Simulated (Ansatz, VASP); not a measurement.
**One calculation of NbAgC3, two programs**

```
Nb Ag C
1.0
     3.98228    0.00000    0.00000
     0.00000    3.98228    0.00000
     0.00000    0.00000    3.98228
Nb Ag C
1 1 3
Direct
  0.00000 0.00000 0.00000
  0.50000 0.50000 0.50000
  0.50000 0.50000 0.00000
  0.50000 0.00000 0.50000
  0.00000 0.50000 0.50000
```

Change from the starting cell: species swapped into the CsPbBr3 type (Pm-3m, No. 221).

Alike in both runs: functional PBE; k mesh 4 × 4 × 4; occupations gaussian, width 0.1 eV; no spin polarisation.

Ansatz relaxed the structure, and its values are those at the end. VASP's run is a single point on that final structure, the one shown.

|  | VASP | Ansatz |
| --- | --- | --- |
| version | VASP 6.6.1 | Ansatz 0.2.0 |
| potentials or method | VASP PAW PBE potentials, release 64 (Nb_sv, Ag, C) | scalar-relativistic, plane waves, PAW |
| plane-wave cutoff (eV) | 520 | 420 |
| valence electrons in the cell | 36 | 44 |

```csv
,VASP,Ansatz,Ansatz less VASP
gap on the k mesh at the Fermi level (eV),none,none,-
pressure (GPa),-0.3,-0.2,+0.09
```

A gap of «none» marks a metal or a gap that the smearing closes. The two sets of potentials don't hold the same shells in valence.

Caveats: the k mesh is coarse (spacing up to 0.39 Å⁻¹), so the values aren't converged.
